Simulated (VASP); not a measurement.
```yaml
crystal:
  lattice:
    - [0.00000, 2.96280, 2.96280]
    - [2.96280, 0.00000, 2.96280]
    - [2.96280, 2.96280, 0.00000]
  atoms:
    - { symbol: Hg, position: [0.00000, 0.00000, 0.00000] }
    - { symbol: S, position: [0.25000, 0.25000, 0.25000] }
```

Method: PBE GGA with D3 dispersion (Becke-Johnson damping), VASP's PBE PAW potentials (set 64) (plane waves; VASP). Run with 520 eV cut-off, Gaussian smearing of 0.050 eV, potentials Hg S.

**Question.** Give the energies of bands 2 to 11 at the high-symmetry points, in eV from the Fermi level.

**Answer.** 
| band | Γ | X | U | L | W |
|---|---|---|---|---|---|
| 2 | -6.87 | -6.72 | -6.62 | -6.68 | -6.55 |
| 3 | -6.87 | -6.29 | -6.39 | -6.68 | -6.42 |
| 4 | -6.87 | -6.29 | -6.21 | -5.97 | -6.13 |
| 5 | -6.03 | -5.89 | -5.96 | -5.97 | -6.09 |
| 6 | -6.03 | -5.63 | -5.44 | -5.66 | -5.33 |
| 7 | -0.49 | -4.70 | -4.91 | -5.25 | -4.95 |
| 8 | 0.00 | -2.18 | -2.70 | -0.91 | -2.62 |
| 9 | 0.00 | -2.18 | -1.76 | -0.91 | -2.20 |
| 10 | 0.00 | 3.17 | 3.28 | 1.59 | 3.72 |
| 11 | 6.08 | 3.51 | 4.75 | 6.79 | 5.35 |

It has no gap at this level: it comes out as a metal or semimetal.

The compound is HgS in the zinc blende structure, metacinnabar; cinnabar is the stable form. It was relaxed first.
